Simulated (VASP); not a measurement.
Given:

```
CELL_PARAMETERS angstrom
      1.63747    -2.83618     0.00000
      1.63747     2.83618     0.00000
      0.00000     0.00000    13.19836
ATOMIC_POSITIONS crystal
  W  0.33333 0.66667 0.25000
  W  0.66667 0.33333 0.75000
  Se 0.33333 0.66667 0.87699
  Se 0.66667 0.33333 0.37699
  Se 0.66667 0.33333 0.12301
  Se 0.33333 0.66667 0.62301
```

Calculation: PBEsol GGA, VASP's PBE PAW potentials (set 64) (plane waves; VASP 6.6.1). Settings: 400 eV cut-off, Gaussian smearing of 0.050 eV, potentials W_sv Se.

Without a dispersion term in the relaxation, distances and binding between the weakly bound layers, chains or molecules are unreliable, and so is what depends on them. Unless said otherwise, spin-orbit coupling is left out, though it shifts the bands of the heavy elements here.

Question: Give the energies of bands 17 to 30 at the high-symmetry points, in eV from the valence-band maximum.

Answer: 
```
band      Γ      M      K      A      L      H
----  -----  -----  -----  -----  -----  -----
17    -2.57  -4.80  -4.82  -2.57  -4.45  -4.69
18    -2.56  -4.20  -4.58  -2.57  -4.45  -4.69
19    -2.56  -3.27  -3.99  -2.57  -3.23  -4.21
20    -1.43  -3.19  -3.99  -2.57  -3.23  -4.21
21    -1.43  -2.55  -3.75  -1.41  -2.48  -3.42
22    -1.39  -2.37  -3.75  -1.41  -2.48  -3.42
23    -1.39  -1.35  -2.52  -1.41  -1.28  -2.65
24    -1.17  -1.23  -2.52  -1.41  -1.28  -2.65
25    -1.09  -1.20  -0.36  -0.24  -1.10  -0.26
26     0.00  -1.00  -0.14  -0.24  -1.10  -0.26
27     2.78   2.26   1.45   2.79   2.27   1.45
28     2.78   2.29   1.45   2.79   2.27   1.45
29     2.82   2.40   1.97   2.79   2.61   2.47
30     2.85   2.76   3.09   2.79   2.61   2.47
```

The gap is indirect, 1.00 eV, from the valence maximum at Γ to the conduction minimum at K-Γ at 0.44.

The compound is WSe2 in the 2H layered structure. It was relaxed first.
